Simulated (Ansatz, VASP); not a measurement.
# Ni (Ni strained to the junction's net) in two plane-wave programs

One calculation is typed for both programs; each brings its own data sets. How far apart do they land? The structure shown is the end of the Ansatz relaxation below.

Program: Ansatz 0.2.0. Level of theory: plane waves, with VASP 6.6.1 beside it; single point at PBE. Results are calculated unless marked as measured.

**1. The structure**

It takes space group R-3m (No. 166, trigonal). Conventional cell: a = 2.525 Å, b = 2.525 Å, c = 6.047 Å, α = 90.00°, β = 90.00°, γ = 120.00°. Nearest to Ni lie 12 Ni at 2.49 to 2.53 Å.

**2. Ansatz: relaxation, PBE**

Ansatz runs on its default PAW (the set named soft_2) files.

This run makes the geometry at which the two programs are then compared.

Input file input.yaml:

```yaml
crystal:
  lattice:
    - [2.525, 0.0, 0.0]
    - [-1.2625, 2.1867141446, 0.0]
    - [0.0, 0.0, 6.0351189121]
  atoms:
    - { symbol: Ni, position: [0.0, 0.0, 0.0], spin: 0.7 }
    - { symbol: Ni, position: [0.3333333333, 0.6666666667, 0.3333333333], spin: 0.7 }
    - { symbol: Ni, position: [0.6666666667, 0.3333333333, 0.6666666667], spin: 0.7 }
magnetization:
  spin_polarized: true
kpoints:
  mp_grid: { grid: [18, 18, 5] }
scf:
  occupations: { method: fermi_dirac, width: 0.1 }
  max_iter: 150
hamiltonian:
  xc: pbe
relax:
  f_tol: 0.01
  max_steps: 40
  cell: { fix: [a, b, angles] }
```

The run is started by

```bash
> ansatz run input.yaml --threads 4 --pin off --max-ram 10240MiB --backend cpu --events-out ev --progress --plain --runs-dir out
```

Numbers of over 12 decimals in the logs are rounded to 6 here.

What it wrote:

```text
Engine: ansatz 0.2.0, aarch64-unknown-linux-gnu
Pseudopotentials: kind: paw
Pseudopotential: Ni, paw, valence charge 18, recommended cutoff 420 eV (normal), Ni.paw.azcp
Functional definition: PBE
  parameter kappa = 0.804
  parameter beta = 0.066725
  exchange = pbe_x(kappa = kappa, mu = beta*pi^2/3)
  correlation = pbe_c(beta = beta)
Crystal: 3 atoms, lattice volume = 33.323 Å³
Basis set: ecut = 420 eV, 639 PW (Γ), exchange–correlation on 36×36×90 points (8 copies of the dense FFT grid, shifted against one another)
Bands: 34, of which v1, the nominal top of the filled ones, is band 27 counted from 1 (26 counted from 0)
Symmetry: 36 space group operations
Space group: R-3m (ITA 166), of the structure as read, at distance tolerance 3.2e-5 Å
Magnetic group: BNS 166.97 (UNI 1327), of the structure as read, at distance tolerance 3.2e-5 Å
k-points: 165 of 1620
Non-local potential: Ni, projectors of the file, l = 0: 3, l = 1: 2, l = 2: 3, l = 3: 1
PAW form: soft (Blöchl's): semilocal exchange-correlation on the pseudo side does not see the compensation charge
PAW one-centre angular grid: Ni, 590 points (default); XC on 64 Gauss nodes
Initial density: superposition of atomic densities (chi_scale 0.1, normalization cell)
Starting moments: Σ|m| = 2.1 μB on 3 of 3 sites
Initial wavefunctions: pseudopotential atomic-orbital guess
Functional: x = pbe(κ = 0.804, μ = 0.219515), c = pbe(β = 0.066725)
iter 1 solved again at ethr=2.33e-3 eV; its pass at ethr=3.10e-3 eV (dr2=1.26e0 eV) is discarded
SCF iter   1: F=—  HF=-17516.817190 eV  |F-HF|=—  |Δ(HF+E_count)|=         —  Δρ=6.32e-2 (↑1.65e-2 ↓6.32e-2)  dr2=1.26e0  dr2_m=1.78e-1  M=2.189 μB ∫|m|=2.310 μB  β_m=0.30  ethr=2.33e-3  ⟨swp⟩=1.0  Hψ=49839  notcnv=0
Mixer restart at iter 1: flushing history
preconditioner: auto → Kerker (q_TF=auto, 2.957 Å⁻¹)  [metal: Δε(μ)=0.000 eV  Ē_g=8.750 eV  σ=0.100 eV  W_gap=0.00  n_scr=10 (ndim 8)  ℏωp=35.2 eV  f_vac=0.000  D(μ)=5.34/eV (n_scr^D=82)]
spin=Collinear: Kerker preconditioning applied to the charge; magnetization (m = ρ↑ − ρ↓) channel mixes plain (no charge-response kernel on spin).
SCF iter   2: F=—  HF=-17516.780757 eV  |F-HF|=—  |Δ(HF+E_count)|=   3.64e-2  Δρ=2.58e-2 (↑2.58e-2 ↓1.57e-2)  dr2=4.16e-2  dr2_m=9.44e-2  M=2.156 μB ∫|m|=2.312 μB  β_m=0.31  ethr=2.33e-3  ⟨swp⟩=2.0  Hψ=17350  notcnv=0
SCF iter   3: F=—  HF=-17517.706372 eV  |F-HF|=—  |Δ(HF+E_count)|=         —  Δρ=2.66e-2 (↑2.66e-2 ↓9.62e-3)  dr2=7.18e-2  dr2_m=7.34e-2  M=2.188 μB ∫|m|=2.381 μB  β_m=0.31  ethr=7.71e-5  ⟨swp⟩=2.0  Hψ=20501  notcnv=0  defer=163
Mixer restart at iter 3: flushing history
SCF iter   4: F=—  HF=-17518.318362 eV  |F-HF|=—  |Δ(HF+E_count)|=   6.12e-1  Δρ=1.85e-2 (↑1.85e-2 ↓6.85e-3)  dr2=7.92e-2  dr2_m=1.89e-2  M=2.113 μB ∫|m|=2.326 μB  β_m=0.66  ethr=7.71e-5  ⟨swp⟩=2.1  Hψ=18264  notcnv=0  defer=163
SCF iter   5: F=—  HF=-17519.153377 eV  |F-HF|=—  |Δ(HF+E_count)|=   8.35e-1  Δρ=1.09e-2 (↑4.05e-3 ↓1.09e-2)  dr2=4.89e-2  dr2_m=5.97e-3  M=1.946 μB ∫|m|=2.204 μB  β_m=0.83  ethr=7.71e-5  ⟨swp⟩=2.1  Hψ=22409  notcnv=0  defer=180
SCF iter   6: F=—  HF=-17519.221699 eV  |F-HF|=—  |Δ(HF+E_count)|=   6.83e-2  Δρ=5.80e-3 (↑2.05e-3 ↓5.80e-3)  dr2=1.35e-2  dr2_m=1.50e-3  M=1.902 μB ∫|m|=2.170 μB  β_m=0.83  ethr=7.71e-5  ⟨swp⟩=1.7  Hψ=14972  notcnv=0  defer=179
SCF iter   7: F=—  HF=-17519.230274 eV  |F-HF|=—  |Δ(HF+E_count)|=   8.57e-3  Δρ=2.99e-3 (↑2.65e-3 ↓2.99e-3)  dr2=4.69e-3  dr2_m=1.30e-5  M=1.894 μB ∫|m|=2.164 μB  β_m=0.65  ethr=2.51e-5  ⟨swp⟩=2.1  Hψ=18567  notcnv=0  defer=213
SCF iter   8: F=—  HF=-17519.228562 eV  |F-HF|=—  |Δ(HF+E_count)|=   1.71e-3  Δρ=7.61e-4 (↑7.61e-4 ↓5.15e-4)  dr2=1.74e-4  dr2_m=8.36e-6  M=1.890 μB ∫|m|=2.161 μB  β_m=0.83  ethr=8.69e-6  ⟨swp⟩=2.0  Hψ=15283  notcnv=0  defer=213
SCF iter   9: F=—  HF=-17519.228515 eV  |F-HF|=—  |Δ(HF+E_count)|=   4.76e-5  Δρ=3.29e-4 (↑2.87e-4 ↓3.29e-4)  dr2=5.62e-5  dr2_m=2.16e-7  M=1.888 μB ∫|m|=2.159 μB  β_m=0.80  ethr=3.23e-7  ⟨swp⟩=2.5  Hψ=18610  notcnv=0  defer=213
SCF iter  10: F=—  HF=-17519.228492 eV  |F-HF|=—  |Δ(HF+E_count)|=   2.24e-5  Δρ=7.38e-5 (↑5.03e-5 ↓7.38e-5)  dr2=2.65e-6  dr2_m=5.11e-8  M=1.888 μB ∫|m|=2.159 μB  β_m=0.90  ethr=1.04e-7  ⟨swp⟩=2.1  Hψ=15283  notcnv=0  defer=213
SCF iter  11: F=—  HF=-17519.228492 eV  |F-HF|=—  |Δ(HF+E_count)|=   7.83e-7  Δρ=6.13e-6 (↑4.56e-6 ↓6.13e-6)  dr2=2.12e-8  dr2_m=2.75e-10  M=1.888 μB ∫|m|=2.159 μB  β_m=0.92  ethr=4.91e-9  ⟨swp⟩=2.0  Hψ=15674  notcnv=0  defer=212
SCF iter  12: F=-17519.228492 eV  HF=-17519.228492 eV  |F-HF|=2.11e-9  |Δ(HF+E_count)|=  7.13e-10  Δρ=2.70e-6 (↑1.31e-6 ↓2.70e-6)  dr2=2.57e-9  dr2_m=1.93e-10  M=1.888 μB ∫|m|=2.159 μB  ethr=3.93e-11  ⟨swp⟩=2.1  Hψ=38321  notcnv=0
SCF 1 converged in 12 iterations: F = -17519.228492 eV  dr2 = 2.57e-9
  greatest PAW one-centre occupation: 1.001 electrons in one spin orbital (limit 2), on the Ni atom at site 2 (counted from 0), in its partial waves of l = 1
[...]
Initial density: handed on by an earlier stage of this run
Starting moments: Σ|m| = 2.1 μB on 3 of 3 sites; this step starts from the density that it was given
Initial wavefunctions: those handed on with the density
iter 1 solved again at ethr=3.76e-8 eV; its pass at ethr=3.10e-3 eV (dr2=2.03e-5 eV) is discarded
SCF iter   1: F=—  HF=-17519.228592 eV  |F-HF|=—  |Δ(HF+E_count)|=         —  Δρ=1.63e-4 (↑1.37e-4 ↓1.63e-4)  dr2=1.66e-5  dr2_m=2.22e-7  M=1.887 μB ∫|m|=2.159 μB  β_m=0.65  ethr=3.76e-8  ⟨swp⟩=2.0  Hψ=46437  notcnv=0
preconditioner: auto → none  [metal: Δε(μ)=0.002 eV  Ē_g=9.361 eV  σ=0.100 eV  W_gap=0.01  n_scr=2 (ndim 8)  ℏωp=35.2 eV  f_vac=0.000  D(μ)=5.04/eV (n_scr^D=82)]
SCF iter   2: F=—  HF=-17519.228597 eV  |F-HF|=—  |Δ(HF+E_count)|=   5.75e-6  Δρ=2.43e-4 (↑2.09e-4 ↓2.43e-4)  dr2=3.52e-5  dr2_m=1.41e-7  M=1.888 μB ∫|m|=2.160 μB  β_m=0.30  ethr=3.08e-8  ⟨swp⟩=2.0  Hψ=20243  notcnv=0
SCF iter   3: F=—  HF=-17519.228586 eV  |F-HF|=—  |Δ(HF+E_count)|=   1.12e-5  Δρ=4.10e-5 (↑1.46e-5 ↓4.10e-5)  dr2=1.66e-7  dr2_m=1.05e-7  M=1.888 μB ∫|m|=2.160 μB  β_m=0.55  ethr=3.08e-8  ⟨swp⟩=2.6  Hψ=20344  notcnv=0
SCF iter   4: F=—  HF=-17519.228588 eV  |F-HF|=—  |Δ(HF+E_count)|=   1.86e-6  Δρ=2.59e-5 (↑5.18e-6 ↓2.59e-5)  dr2=1.49e-7  dr2_m=5.38e-8  M=1.888 μB ∫|m|=2.160 μB  β_m=0.78  ethr=3.08e-10  ⟨swp⟩=2.0  Hψ=19951  notcnv=0
SCF iter   5: F=—  HF=-17519.228589 eV  |F-HF|=—  |Δ(HF+E_count)|=   6.18e-7  Δρ=2.53e-5 (↑5.85e-6 ↓2.53e-5)  dr2=1.65e-7  dr2_m=3.34e-8  M=1.888 μB ∫|m|=2.160 μB  β_m=0.87  ethr=2.76e-10  ⟨swp⟩=2.1  Hψ=14135  notcnv=0
SCF iter   6: F=-17519.228589 eV  HF=-17519.228589 eV  |F-HF|=3.69e-9  |Δ(HF+E_count)|=   3.22e-7  Δρ=7.68e-6 (↑2.37e-6 ↓7.68e-6)  dr2=5.83e-9  dr2_m=3.22e-9  M=1.888 μB ∫|m|=2.160 μB  ethr=2.76e-10  ⟨swp⟩=3.0  Hψ=40649  notcnv=0
SCF 2 converged in 6 iterations: F = -17519.228589 eV  dr2 = 5.83e-9
relax step   2: F+E_penalty+E_count = -17519.22858899 eV  Δ(F+E_penalty+E_count) = -9.741e-5 eV  max|allowed force component| = 2.611e-27 eV/Å  Δτ_max = 0.0000 Å  P = -3.450 GPa  Ω = 33.353 Å³  energy of the carried Pulay correction = -1.065e-5 eV  fix = [a, b, alpha, beta, gamma]  reactions: a -5.379, b -5.379 GPa  (6 SCF iters, dr2 threshold 3.00e-7 eV, accepted)
[...]
relax step   3: F+E_penalty+E_count = -17519.22862402 eV  Δ(F+E_penalty+E_count) = -3.503e-5 eV  max|allowed force component| = 6.040e-27 eV/Å  Δτ_max = 0.0000 Å  P = -3.662 GPa  Ω = 33.390 Å³  energy of the carried Pulay correction = -2.389e-5 eV  fix = [a, b, alpha, beta, gamma]  reactions: a -5.494, b -5.494 GPa  (6 SCF iters, dr2 threshold 3.00e-7 eV, accepted)
[...]
relax step   4: F+E_penalty+E_count = -17519.22864794 eV  Δ(F+E_penalty+E_count) = -2.392e-5 eV  max|allowed force component| = 8.946e-29 eV/Å  Δτ_max = 0.0000 Å  P = -3.663 GPa  Ω = 33.390 Å³  fix = [a, b, alpha, beta, gamma]  reactions: a -5.495, b -5.495 GPa  stress off target by 4.14e-4 GPa on what of the cell is left free  SCF on the basis re-selected at this cell (its energy is not comparable with the rows above)  (7 SCF iters)
basis re-selected at this cell: Δ(F+E_penalty+E_count) = -2.392e-5 eV, ΔP = -0.002 GPa vs the last step (what re-selecting the basis moved, of the pressure what is left beyond the Pulay correction that the steps carried, after the strain that the cell walked since its last selection, with what the two solves' SCF thresholds leave and, on support functions, any second-order correction that the steps lacked; it is no m [...]
SCF converged after 7 iterations
Magnetization: 1.8896 μB (27.9448 up, 26.0552 down)
Absolute magnetization: 2.1643 μB (∫|ρ↑−ρ↓|, with the PAW one-centre terms)
Spin contamination: 0.0217 ħ² per cell (⟨S²⟩ above its minimum at these occupations)
Per-site moments (μB) at R_I (Å): [(0.669279, 1.026176), (0.669279, 1.026176), (0.669279, 1.026176)]
Free energy (F): -17519.228648 eV
Harris-Foulkes:  -17519.228648 eV  (|F-HF|=0.00e0)
Internal energy: -17519.065556 eV  (E = F + TS)
E sigma→0 (E₀):  -17519.147102 eV
Entropy (-TS):   -0.163091 eV (-54.364 meV/atom)
Fermi energy:    17.663470 eV
--- Per-component energies (eV) ---
  E_band       = -877.691666
  E_kinetic    = 845.045776
  E_local      = -10425.059782  (includes V_loc(G=0)·N_el)
  E_nonlocal   = 1907.508259
  E_hartree    = 4349.199985
  E_xc         = -253.702813
  E_vxc        = -327.100685  (∫ρ·V_xc dr)
  E_paw        = -4889.637542  (= ΣΔE_a)
  E_vpaw       = -1576.486807  (= ΣTr[D̂ρ^β])
  E_aug_tail   = 0.001427  (compensation charges beyond the density's cutoff)
  E_ewald      = -9052.420866
  E_smearing   = -0.163091  (= −TS)
  E_closure    = -0.000000  (closes the sum)
  Σ components = -17519.228648   (vs F -17519.228648, Δ=0.00e0)
--- Forces (eV/Å), atoms counted from 1 ---
  atom   1  Ni     0.00000000    -0.00000000     0.00000000
  atom   2  Ni     0.00000000    -0.00000000     0.00000000
  atom   3  Ni    -0.00000000     0.00000000     0.00000000
  max |Σ_I F_I| component: 6.69e-29 eV/Å
--- Stress (GPa, compression-positive) ---
       -5.495316       0.000000      -0.000000
        0.000000      -5.495316      -0.000000
       -0.000000      -0.000000       0.000414
  P = ⅓ Tr σ = -3.6634 GPa (-36.634 kbar)
--- Relaxed structure (3 steps of the walk, 3 accepted, 1 SCFs on fresh bases) ---
  F+E_penalty+E_count = -17519.22864794 eV   max|allowed force component| = 8.946e-29 eV/Å   (the final SCF, on the basis selected at the relaxed cell)
  cell:  # Å, volume = 33.3904 Å³
    - [2.525000, 0, 0]
    - [-1.262500, 2.186714, 0]
    - [0, 0, 6.047395]
  atoms:
    - { symbol: Ni, position: [0, 0, 0] }
    - { symbol: Ni, position: [0.333333, 0.666667, 0.333333] }
    - { symbol: Ni, position: [0.666667, 0.333333, 0.666667] }
```

In the SCF lines HF is the Harris–Foulkes energy and dr2 the Hartree energy of the density residual, in eV; the loop may stop once dr2 is under the threshold and the program's other checks hold. Hψ counts applications of the Hamiltonian.

**3. VASP: single point, PBE**

The same cell, functional, mesh and smearing now go to VASP, with its own data sets.

Lines of VASP's logs that name or quote its potential files are left out, and so is its time.

Input file INCAR:

```
SYSTEM = Ni
PREC = Accurate
ENCUT = 600
EDIFF = 1E-06
NELM = 200
ISMEAR = -1
SIGMA = 0.1
LREAL = .FALSE.
ALGO = Normal
GGA = PE
NBANDS = 24
ISPIN = 2
MAGMOM = 0.67 0.67 0.67
LASPH = .TRUE.
LMAXMIX = 4
LORBIT = 11
LWAVE = .FALSE.
LCHARG = .FALSE.
ISIF = 2
GGA_COMPAT = .FALSE.
KPAR = 2
```

Input file POSCAR:

```
Ni
1.0
    2.5250000000      0.0000000000      0.0000000000
   -1.2625000000      2.1867141446      0.0000000000
    0.0000000000      0.0000000000      6.0473954768
Ni
3
Direct
    0.0000000000      0.0000000000      0.0000000000
    0.3333333333      0.6666666667      0.3333333333
    0.6666666667      0.3333333333      0.6666666667
```

Input file KPOINTS:

```
Automatic mesh
0
Gamma
18 18 5
0 0 0
```

The projector-augmented-wave data sets are Ni (PBE family, release 64).

The run is started by

```bash
> mpirun -np 2 vasp_std
```

What it wrote:

```text
[banner, memory and clock lines left out]
running    2 mpi-ranks, on    1 nodes
 distrk:  each k-point on    1 cores,    2 groups
 distr:  one band on    1 cores,    1 groups

 POSCAR found type information on POSCAR Ni
 POSCAR found :  1 types and       3 ions
 LDA part: xc-table for (Slater+PW92), standard interpolation
 POSCAR, INCAR and KPOINTS ok, starting setup
 FFT: planning ... GRIDC
 FFT: planning ... GRID_SOFT
 FFT: planning ... GRID
 WAVECAR not read
 entering main loop
       N       E                     dE             d eps       ncg     rms          rms(c)
DAV:   1     0.176024367974E+03    0.17602E+03   -0.14538E+04 16528   0.194E+03
DAV:   2    -0.106206050428E+02   -0.18664E+03   -0.17444E+03 15928   0.313E+02
DAV:   3    -0.194305933831E+02   -0.88100E+01   -0.84595E+01 18464   0.916E+01
DAV:   4    -0.195514967359E+02   -0.12090E+00   -0.12084E+00 19448   0.967E+00
DAV:   5    -0.195550378039E+02   -0.35411E-02   -0.35409E-02 18896   0.147E+00    0.168E+01
DAV:   6    -0.175572646227E+02    0.19978E+01   -0.19018E+01 17392   0.765E+01    0.107E+01
DAV:   7    -0.165242421027E+02    0.10330E+01   -0.39409E+00 18160   0.321E+01    0.314E+00
DAV:   8    -0.164866854198E+02    0.37557E-01   -0.38987E-02 21016   0.205E+00    0.154E+00
DAV:   9    -0.164796192990E+02    0.70661E-02   -0.20390E-03 23872   0.477E-01    0.480E-01
DAV:  10    -0.164780769880E+02    0.15423E-02   -0.42900E-04 21200   0.234E-01    0.138E-01
DAV:  11    -0.164779645544E+02    0.11243E-03   -0.23548E-04 21880   0.196E-01    0.393E-02
DAV:  12    -0.164779497668E+02    0.14788E-04   -0.18925E-05 19984   0.467E-02    0.196E-02
DAV:  13    -0.164779497948E+02   -0.27917E-07   -0.23839E-06 16192   0.140E-02
   1 F= -.16477950E+02 E0= -.16395486E+02  d E =-.164927E+00  mag=     1.8501
```

(Part 1 of 2 ends here.)

[Lines on the potential files, build, host, timing and source positions are cut from VASP's logs without a mark.]

[Logs are printed without paths, hosts, clocks, repeated set-up lines and the standing remarks that a program may print on its own settings, such as how far it seeks lower states.]

[Hosts, paths, dates, database ids (printed as entryN), source tags and the programs' standing remarks are cut or masked in the printed files.]
